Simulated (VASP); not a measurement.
Level of theory: r2SCAN meta-GGA, VASP's PBE PAW potentials (set 64) (plane waves; VASP).

A VASP calculation is set up with these files.

### INCAR
```
SYSTEM = RhSe
PREC = Accurate; ENCUT = 400; LREAL = F
LASPH = T
EDIFF = 1E-6; NELM = 100; ALGO = Normal
LMAXMIX = 4; LMIXTAU = T
ISMEAR = 1; SIGMA = 0.1
METAGGA = R2SCAN
IBRION = 2; NSW = 60; ISIF = 3
EDIFFG = -0.01
LWAVE = F; LCHARG = F
```

**POSCAR**
```
RhSe
1.0
  0.0000000000   2.8296000000   2.8296000000
  2.8296000000   0.0000000000   2.8296000000
  2.8296000000   2.8296000000   0.0000000000
Rh Se
1 1
Cartesian
  0.0000000000   0.0000000000   0.0000000000
  2.8296000000   2.8296000000   2.8296000000
```

### KPOINTS
```
Automatic mesh
0
Gamma
10 10 10
0 0 0
```

POTCAR, in this order: Rh_pv Se (PBE.64 set). Program: vasp_std.

Energy and stress use the plane-wave basis of the starting cell.

Problem. Predict the energy per atom (σ→0), volume per atom, band gap (on the k-mesh).

Solution. 
| Property | Value |
|---|---|
| energy per atom (σ→0) | -19.331 eV/atom |
| band gap (on the k-mesh) | none (metal, semimetal or under 0.01 eV) |
| volume per atom | 17.06 Å³/atom |

**OSZICAR**
```
...
DAV:   2    -0.386624739987E+02    0.10265E-01   -0.65066E-02  1316   0.312E+00    0.269E-01
DAV:   3    -0.386613446259E+02    0.11294E-02   -0.37221E-03  1340   0.755E-01    0.104E-01
DAV:   4    -0.386611841571E+02    0.16047E-03   -0.99759E-04  1384   0.214E-01    0.419E-02
DAV:   5    -0.386611633464E+02    0.20811E-04   -0.18933E-04  1340   0.146E-01    0.268E-02
DAV:   6    -0.386611716196E+02   -0.82732E-05   -0.18434E-04  1424   0.129E-01    0.830E-03
DAV:   7    -0.386612211918E+02   -0.49572E-04   -0.41223E-05  1370   0.606E-02    0.137E-03
DAV:   8    -0.386612213064E+02   -0.11462E-06   -0.59138E-07   904   0.751E-03
   7 F= -.38661221E+02 E0= -.38661746E+02  d E =-.394034E-03
```

The structure was generated: RhSe was put into the rock salt type (Fm-3m), which need not be its known phase. This run relaxes it. Symmetry was kept, so distortions that lower it aren't found. The electron count is odd and the run is not spin-polarised, which forces a metal.
